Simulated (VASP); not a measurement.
Computed with PBEsol GGA, VASP's PBE PAW potentials (set 64) (plane waves; VASP).

The input files of a VASP run:

### POSCAR
```
TlBi
7.767570
  0.4999999870   0.0000000000   0.0000000000
  0.0000000000   0.4999999870   0.0000000000
  0.0000000000   0.0000000000   0.4999999870
Tl Bi
1 1
Cartesian
  0.0000000000   0.0000000000   0.0000000000
  0.2499999935   0.2499999935   0.2499999935
```

INCAR:
```
LASPH = .True.   ! aspherical one-centre terms
LWAVE = .False.
LMAXMIX = 4
ISIF = 2   ! forces and stress, cell fixed
LREAL = .False.
ENCUT = 400
GGA = PS
ISMEAR = -5
LORBIT = 11   ! lm-projected
PREC = Accurate
NELM = 100   ! most electronic steps
EDIFF = 1E-7
ALGO = Normal   ! blocked Davidson
NEDOS = 601
LCHARG = .True.
SYSTEM = TlBi
```

KPOINTS:
```
Automatic mesh
0
G
11 11 11
0 0 0
```

POTCAR, in this order: Tl_d Bi_d (PBE.64 set). Program: vasp_std.

Output

File OSZICAR:
```
       N       E                     dE             d eps       ncg     rms          rms(c)
DAV:   1     0.201110112234E+03    0.20111E+03   -0.13251E+04  2028   0.144E+03
DAV:   2     0.466124334576E+01   -0.19645E+03   -0.19360E+03  2058   0.377E+02
DAV:   3    -0.657484092391E+01   -0.11236E+02   -0.11079E+02  2352   0.991E+01
DAV:   4    -0.684836530693E+01   -0.27352E+00   -0.27283E+00  2314   0.154E+01
DAV:   5    -0.685788404283E+01   -0.95187E-02   -0.95067E-02  2418   0.284E+00    0.302E+00
DAV:   6    -0.682122865364E+01    0.36655E-01   -0.77018E-02  2158   0.286E+00    0.205E+00
DAV:   7    -0.681437723422E+01    0.68514E-02   -0.34910E-02  2216   0.195E+00    0.660E-01
DAV:   8    -0.681389983739E+01    0.47740E-03   -0.31794E-03  2072   0.551E-01    0.455E-02
DAV:   9    -0.681388832690E+01    0.11510E-04   -0.11460E-04  2624   0.884E-02    0.129E-02
DAV:  10    -0.681388889508E+01   -0.56818E-06   -0.13141E-05  2260   0.433E-02    0.429E-03
DAV:  11    -0.681388983603E+01   -0.94095E-06   -0.73677E-07  2356   0.954E-03    0.455E-03
DAV:  12    -0.681388942886E+01    0.40716E-06   -0.36107E-07  1970   0.586E-03    0.798E-04
DAV:  13    -0.681388945544E+01   -0.26576E-07   -0.88560E-09  1072   0.750E-04
   1 F= -.68138895E+01 E0= -.68138895E+01  d E =0.000000E+00
```

OUTCAR:
```
------------------------ aborting loop because EDIFF is reached ----------------------------------------
  FORCE on cell =-STRESS in cart. coord.  units (eV):
  Direction    XX          YY          ZZ          XY          YZ          ZX
  --------------------------------------------------------------------------------------
  Total        0.0586441      0.0586441      0.0586441     -0.0000000      0.0000000     -0.0000000
  in kB        1.6038719      1.6038719      1.6038719     -0.0000000      0.0000000     -0.0000000
  external PRESSURE =       1.6038719 kB  Pullay stress =       0.0000000 kB
  volume of cell :       58.58
      direct lattice vectors                 reciprocal lattice vectors
     3.883784899  0.000000000  0.000000000     0.257480789  0.000000000  0.000000000
     0.000000000  3.883784899  0.000000000     0.000000000  0.257480789  0.000000000
     0.000000000  0.000000000  3.883784899     0.000000000  0.000000000  0.257480789
 POSITION                                       TOTAL-FORCE (eV/Angst)
 -----------------------------------------------------------------------------------
      0.00000      0.00000      0.00000         0.000000      0.000000      0.000000
      1.94189      1.94189      1.94189         0.000000      0.000000      0.000000
 -----------------------------------------------------------------------------------
    total drift:                                0.000000      0.000000      0.000000
  FREE ENERGIE OF THE ION-ELECTRON SYSTEM (eV)
  ---------------------------------------------------
  free  energy   TOTEN  =        -6.8138894554 eV

  energy  without entropy=       -6.8138894554  energy(sigma->0) =       -6.81388946

 total charge

# of ion       s       p       d       tot
------------------------------------------
    1        1.176   0.402   9.645  11.222
    2        1.542   1.284   9.911  12.736
--------------------------------------------------
tot          2.718   1.685  19.555  23.958
```
(Selected blocks of OUTCAR.)

For a metal the tetrahedron method with Blöchl corrections gives inexact stress and forces.

The structure was generated: TlBi was put into the CsCl type type (Pm-3m), which need not be its known phase. It was relaxed first, which changed the volume by +6 %.
